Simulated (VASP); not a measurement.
Level of theory: LDA (Ceperley-Alder, Perdew-Zunger), VASP's LDA PAW potentials (set 64) (plane waves; VASP).

Gaps are without spin-orbit coupling.

Question: Order these relaxed crystals by band gap, smallest first: Be2C, Fm-3m (225); Ag2S, P2_1/m (11); KMgF3, Pm-3m (221); LiH, Fm-3m (225).

Answer: Ag2S, P2_1/m (11) (0.64 eV), Be2C, Fm-3m (225) (1.20 eV), LiH, Fm-3m (225) (2.52 eV), KMgF3, Pm-3m (221) (7.49 eV)
